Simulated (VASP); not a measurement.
Set up this calculation in VASP 6.6.1, as the native input.

- Task: relaxation of cell and atoms
- Functional: PBE
- Potentials or basis: VASP PAW PBE potentials, release 64 (La, Lu, N)
- Cutoff: 520 eV
- k mesh: 4 × 4 × 3
- Occupations: gaussian, width 0.15 eV
- Spin: no spin polarisation
- Further INCAR settings: PREC = Normal; ALGO = Fast; EDIFF = 0.0001; IBRION = 2; EDIFFG = -0.08; NSW = 24; ISIF = 3

The structure of LaLuN2 lies in POSCAR:

```
LaLuN2
1.0
    3.6600000000      0.0000000000      0.0000000000
    0.0000000000      3.6600000000      0.0000000000
    0.0000000000      0.0000000000      5.1000000000
La Lu N
1 1 2
Direct
    0.0000000000      0.0000000000      0.0000000000
    0.5000000000      0.5000000000      0.5000000000
    0.0000000000      0.0000000000      0.5000000000
    0.5000000000      0.5000000000      0.0000000000
```

The cell was built by a generator and needn't be a form met in nature.

These files were run (other wordings do the same):

INCAR

```
  PREC = Normal
  ENCUT = 520
  EDIFF = 1E-4
  ISMEAR = 0
  SIGMA = 0.15
  LREAL = F
  LASPH = T
  NELM = 60
  ALGO = Fast
  ISIF = 3
  LWAVE = F
  LCHARG = F
  GGA = PE
  IBRION = 2
  NSW = 24
  EDIFFG = -0.08
  KPAR = 2
```

KPOINTS

```
regular mesh
0
Gamma
  4 4 3
```

Potentials or basis: VASP PAW PBE potentials, release 64 (La, Lu, N).

Launch:

```sh
$ cat potpaw_PBE.64/La/POTCAR potpaw_PBE.64/Lu/POTCAR potpaw_PBE.64/N/POTCAR > POTCAR
$ mpirun -np 2 vasp_std > vasp.out
```

Results of the run:

| Quantity | Value |
| --- | --- |
| Relaxed volume | 16.19 Å³/atom |
| Relaxed cell | a = 3.581 Å, b = 3.581 Å, c = 5.050 Å, α = 90.00°, β = 90.00°, γ = 90.00° |
| Space group after relaxing (to 0.05 Å) | P4/mmm (No. 123) |
| Energy gained by relaxing | 19.4 meV/atom |
| Ionic steps | 15 |
| Pressure after relaxing | 0.1 GPa |
| Band gap on the k mesh | none (metal or under the smearing width) |

Caveat: the k mesh is coarse (spacing up to 0.43 Å⁻¹), so the values aren't converged.

It took 3.3 min on 2 MPI ranks on Intel(R) Xeon(R) Platinum 8488C (Sapphire Rapids), with other jobs on the host, peak memory 0.17 GiB a rank.
